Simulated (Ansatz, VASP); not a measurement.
# Cross-check of TaTeSe (2H-TaSeTe monolayer) between VASP and Ansatz, part 2 of 2

Wanted: the spread between two codes on one cell, functional and k mesh. The structure shown is the start of the Ansatz relaxation below; VASP solves that cell, so the two are compared at the walk's first step.

VASP 6.6.1 and Ansatz 0.2.0.

So far: Set-up; Ansatz: relaxation, PBE with D3(BJ).

**3. VASP: single point, PBE with D3(BJ), start cell**

Level of this step: PBE with D3(BJ), zero-moment start; plane waves and PAW (Te, Ta_pv, Se) (VASP).

The same cell, functional, mesh and smearing now go to VASP, with its own data sets.

Lines of VASP's logs that name or quote its potential files are left out, and so is its time.

INCAR

```
SYSTEM = TaTeSe
PREC = Accurate
ENCUT = 400
EDIFF = 1E-06
NELM = 200
ISMEAR = -1
SIGMA = 0.05
LREAL = .FALSE.
ALGO = Normal
GGA = PE
IVDW = 12
NBANDS = 19
ISPIN = 2
MAGMOM = 0 0 0
LASPH = .TRUE.
LMAXMIX = 4
LORBIT = 11
LWAVE = .FALSE.
LCHARG = .FALSE.
ISIF = 2
LDIPOL = .TRUE.
IDIPOL = 3
DIPOL = 0.5 0.5 0.501
LVHAR = .TRUE.
GGA_COMPAT = .FALSE.
NELMDL = -8
KPAR = 2
```

POSCAR

```
TaTeSe
1.0
    3.7222600000      0.0000000000      0.0000000000
   -1.8611300000      3.2235720000      0.0000000000
    0.0000000000      0.0000000000     38.4074420000
Te Ta Se
1 1 1
Direct
    0.3333333333      0.6666666667      0.4517353694
    0.0000000000      0.0000000000      0.5035900594
    0.3333333333      0.6666666667      0.5482646306
```

KPOINTS

```
Automatic mesh
0
Gamma
12 12 1
0 0 0
```

The projector-augmented-wave data sets are Te, Ta_pv and Se (PBE family, release 64).

Started as:

```bash
mpirun -np 2 vasp_std
```

Numbers of over 12 decimals in the logs are rounded to 6 here.

Output:

```text
[banner, memory and clock lines left out]
running    2 mpi-ranks, on    1 nodes
 distrk:  each k-point on    1 cores,    2 groups
 distr:  one band on    1 cores,    1 groups

 POSCAR found type information on POSCAR TeTaSe
 POSCAR found :  3 types and       3 ions
 LDA part: xc-table for (Slater+PW92), standard interpolation
 POSCAR, INCAR and KPOINTS ok, starting setup
 FFT: planning ... GRIDC
 FFT: planning ... GRID_SOFT
 FFT: planning ... GRID
 WAVECAR not read
 entering main loop
       N       E                     dE             d eps       ncg     rms          rms(c)
DAV:   1     0.992409290712E+02    0.99241E+02   -0.80298E+03  1884   0.649E+02
DAV:   2    -0.885898990143E+01   -0.10810E+03   -0.10378E+03  2005   0.140E+02
DAV:   3    -0.209517042854E+02   -0.12093E+02   -0.11993E+02  2191   0.442E+01
DAV:   4    -0.211865861201E+02   -0.23488E+00   -0.23413E+00  2345   0.724E+00
DAV:   5    -0.211881932428E+02   -0.16071E-02   -0.16064E-02  1991   0.592E-01
DAV:   6    -0.211882386325E+02   -0.45390E-04   -0.45389E-04  2231   0.723E-02
DAV:   7    -0.211882391111E+02   -0.47852E-06   -0.47827E-06  2012   0.765E-03
DAV:   8    -0.211882391213E+02   -0.10233E-07   -0.99689E-08  1660   0.104E-03    0.114E+01
DAV:   9    -0.200209389364E+02    0.11673E+01   -0.83022E+00  1590   0.131E+01    0.588E+00
DAV:  10    -0.198801892777E+02    0.14075E+00   -0.28358E+00  1558   0.641E+00    0.273E+00
DAV:  11    -0.197754890843E+02    0.10470E+00   -0.53542E-01  1679   0.333E+00    0.670E-01
DAV:  12    -0.197746878045E+02    0.80128E-03   -0.31849E-02  1840   0.928E-01    0.270E-01
DAV:  13    -0.197734574987E+02    0.12303E-02   -0.36939E-03  1796   0.349E-01    0.156E-01
DAV:  14    -0.197729799203E+02    0.47758E-03   -0.95905E-04  1926   0.163E-01    0.486E-02
[...]
DAV:  21    -0.197732007859E+02   -0.53784E-04   -0.25347E-06  1680   0.507E-03    0.260E-03
DAV:  22    -0.197732157447E+02   -0.14959E-04   -0.24389E-07  1592   0.195E-03    0.160E-03
DAV:  23    -0.197732382785E+02   -0.22534E-04   -0.41407E-07  1550   0.164E-03    0.631E-04
DAV:  24    -0.197732447637E+02   -0.64852E-05   -0.19079E-07  1610   0.104E-03    0.443E-04
DAV:  25    -0.197732500291E+02   -0.52654E-05   -0.70600E-08  1409   0.669E-04    0.186E-04
DAV:  26    -0.197732539788E+02   -0.39497E-05   -0.67384E-08  1310   0.615E-04    0.164E-04
DAV:  27    -0.197732553104E+02   -0.13317E-05   -0.13151E-08  1077   0.323E-04    0.726E-05
DAV:  28    -0.197732560097E+02   -0.69928E-06   -0.63394E-09  1008   0.212E-04
   1 F= -.20675484E+02 E0= -.20661703E+02  d E =-.275627E-01  mag=     0.0001
```

From OUTCAR (step 3):

```text
ion  position               nearest neighbor table
   1  0.333  0.667  0.452-   2 2.93   2 2.93   2 2.93
   2  0.000  0.000  0.504-   3 2.75   3 2.75   3 2.75   1 2.93   1 2.93   1 2.93
   3  0.333  0.667  0.548-   2 2.75   2 2.75   2 2.75

  LATTYP: Found a hexagonal cell.
 ALAT       =     3.7222600000
 C/A-ratio  =    10.3183125306

 Subroutine GETGRP returns: Found  6 space group operations
 (whereof  6 operations were pure point group operations)

The static configuration has the point symmetry C_3v.

 Found     19 irreducible k-points:

   k-points           NKPTS =     19   k-points in BZ     NKDIM =     19   number of bands    NBANDS=     19

   dimension x,y,z NGX =    24 NGY =   24 NGZ =  252
   dimension x,y,z NGXF=    48 NGYF=   48 NGZF=  504

   ENCUT  =  400.0 eV  29.40 Ry    5.42 a.u.   6.07  6.07 62.63*2*pi/ulx,y,z

   NELECT =      23.0000    total number of electrons

 k-points in reciprocal lattice and weights: Automatic mesh
   0.00000000  0.00000000  0.00000000       0.007
   0.08333333  0.00000000  0.00000000       0.042
   0.16666667  0.00000000  0.00000000       0.042
   0.25000000  0.00000000  0.00000000       0.042
   0.33333333 -0.00000000  0.00000000       0.042
   0.41666667  0.00000000  0.00000000       0.042
   0.50000000  0.00000000  0.00000000       0.021
   0.08333333  0.08333333  0.00000000       0.042
   0.16666667  0.08333333  0.00000000       0.083
[...]
0.33333333  0.25000000  0.00000000       0.083
   0.33333333  0.33333333  0.00000000       0.014

 dipolmoment           0.000000      0.000000      0.027949 electrons x Angstroem

 average (electrostatic) potential at core
       1 -97.3684       2 -47.0503       3 -61.4093

 E-fermi :  -3.3796

 spin component 1
 k-point     1 :       0.0000    0.0000    0.0000
  band No.  band energies     occupation
    ...
      7      -5.1024      1.00000
      8      -5.1024      1.00000
      9      -5.0676      1.00000
     10      -3.8467      0.99991
     11      -3.8467      0.99991
     12      -2.9334      0.00013
     13      -0.9092      0.00000
     14      -0.9092      0.00000
     15      -0.5684      0.00000
     16      -0.5684      0.00000
    ...

 k-point     2 :       0.0833    0.0000    0.0000
  band No.  band energies     occupation
    ...
      7      -5.4315      1.00000
      8      -5.0811      1.00000
      9      -5.0217      1.00000
     10      -4.0325      1.00000
     11      -3.9431      0.99999
     12      -2.9841      0.00037
     13      -1.0665      0.00000
     14      -0.8928      0.00000
     15      -0.8785      0.00000
     16      -0.5492      0.00000
    ...

 k-point     3 :       0.1667    0.0000    0.0000
  band No.  band energies     occupation
    ...
      7      -6.0218      1.00000
      8      -5.2550      1.00000
      9      -5.0654      1.00000
     10      -4.4469      1.00000
     11      -4.1197      1.00000
     12      -3.1830      0.01923
     13      -1.3565      0.00000
     14      -1.0257      0.00000
     15      -1.0242      0.00000
     16      -0.3304      0.00000
    ...

 k-point     4 :       0.2500    0.0000    0.0000
  band No.  band energies     occupation
    ...
      8      -5.8577      1.00000
      9      -5.1589      1.00000
     10      -4.7396      1.00000
     11      -4.1856      1.00000
     12      -3.5006      0.91841
     13      -1.4591      0.00000
     14      -1.1837      0.00000
     15      -0.8085      0.00000
     16      -0.0468      0.00000
     17       1.3424      0.00000
    ...

 k-point     5 :       0.3333   -0.0000    0.0000
  band No.  band energies     occupation
    ...
      8      -6.5555      1.00000
      9      -5.3370      1.00000
     10      -4.8623      1.00000
     11      -4.1402      1.00000
     12      -3.7438      0.99931
     13      -1.3290      0.00000
     14      -1.2309      0.00000
     15      -0.4864      0.00000
     16       0.1649      0.00000
     17       1.2086      0.00000
    ...

 k-point     6 :       0.4167    0.0000    0.0000
  band No.  band energies     occupation
    ...
      8      -6.6304      1.00000
      9      -5.4839      1.00000
     10      -4.9027      1.00000
     11      -4.0920      1.00000
     12      -3.7813      0.99968
     13      -1.1749      0.00000
     14      -1.1058      0.00000
     15      -0.3073      0.00000
     16       0.2788      0.00000
     17       0.5155      0.00000
    ...

 Edisp (eV)   -0.90223

  Total      -5.40686    -5.40686    -6.40585    -0.00000     0.00000    -0.00000
  in kB     -18.79734   -18.79735   -22.27041    -0.00000     0.00000    -0.00000
  external pressure =      -19.96 kB  Pullay stress =        0.00 kB

  energy-cutoff  :      400.00
  volume of cell :      460.85
      direct lattice vectors                 reciprocal lattice vectors
     3.722260000  0.000000000  0.000000000     0.268653990  0.155107440  0.000000000
    -1.861130000  3.223572000  0.000000000     0.000000000  0.310214880  0.000000000
     0.000000000  0.000000000 38.407442000     0.000000000  0.000000000  0.026036621

 POSITION                                       TOTAL-FORCE (eV/Angst)
 -----------------------------------------------------------------------------------
     -0.00000      2.14905     17.35000        -0.000000     -0.000000      1.588386
      0.00000      0.00000     19.34161        -0.000000      0.000000      0.288341
     -0.00000      2.14905     21.05744         0.000000      0.000000     -1.876727
 -----------------------------------------------------------------------------------
    total drift:                                0.000000      0.000001      0.000677

  FREE ENERGIE OF THE ION-ELECTRON SYSTEM (eV)
  ---------------------------------------------------
  free  energy   TOTEN  =       -20.6754840956 eV

  energy  without entropy=      -20.6479214084  energy(sigma->0) =      -20.66170275

 vacuum level on the upper side and lower side of the slab         1.875         1.453

 total charge
# of ion       s       p       d       tot
------------------------------------------
    1        1.382   1.954   0.039   3.375
    2        0.264   6.108   2.151   8.522
    3        1.469   2.287   0.033   3.789
--------------------------------------------------
tot          3.114  10.349   2.223  15.686

 magnetization (x)
# of ion       s       p       d       tot
------------------------------------------
    1        0.000  -0.000   0.000   0.000
    2        0.000   0.000   0.000   0.000
    3        0.000   0.000   0.000   0.000
--------------------------------------------------
tot          0.000   0.000   0.000   0.000

[... 6 further parts left out ...]
```

This run allows spin, but its moments start at zero, where symmetry between the spins tends to hold them. Its electron count is odd, so without a moment it is a metal by construction.

**4. Differences**

Known differences besides the potentials themselves: Ansatz cuts the interaction across the vacuum, VASP repeats the sheet with a dipole correction; the data sets hold 45 valence electrons in Ansatz (on its PAW soft_1 files) and 23 in VASP; the cutoff is 420 eV in Ansatz and 400 eV in VASP. Total energies have different zeros and are not compared.

Forces (eV/Å; atoms numbered as in POSCAR):

```csv
atom,"Ansatz x, y, z","VASP x, y, z"
Te1,"0.000, 0.000, 1.559","0.000, 0.000, 1.588"
Ta2,"0.000, 0.000, 0.298","0.000, 0.000, 0.288"
Se3,"0.000, 0.000, -1.857","0.000, 0.000, -1.877"
```

The forces differ by 12 meV/Å r.m.s., which is 1.5 % of the r.m.s. force of 0.825 eV/Å (both taken over all components). Moments aren't recorded for both runs of this pair, so they may hold unlike magnetic states. With vacuum in the cell, a pressure given here is an average over mostly empty space and none of the material.

**5. Outcome**

- r.m.s. force difference (single point, PBE with D3(BJ), start cell): 1.5 % of the r.m.s. force

The r.m.s. force difference is 1.5 % of the r.m.s. force (single point, PBE with D3(BJ), start cell), within the 3 % picked in this series as the mark of a large difference. The data sets hold unlike numbers of valence electrons (45 in Ansatz and 23 in VASP), so part of the differences comes from the potentials. 1 further run of this series is not shown here. Such differences can come from data sets, numerical settings and the points named under the comparisons, not from the functional's error against experiment.

[Lines on the potential files, build, host, timing and source positions are cut from VASP's logs without a mark.]

[Logs are printed without paths, hosts, clocks, repeated set-up lines and the standing remarks that a program may print on its own settings, such as how far it seeks lower states.]

[Hosts, paths, dates, database ids (printed as entryN), source tags and the programs' standing remarks are cut or masked in the printed files.]
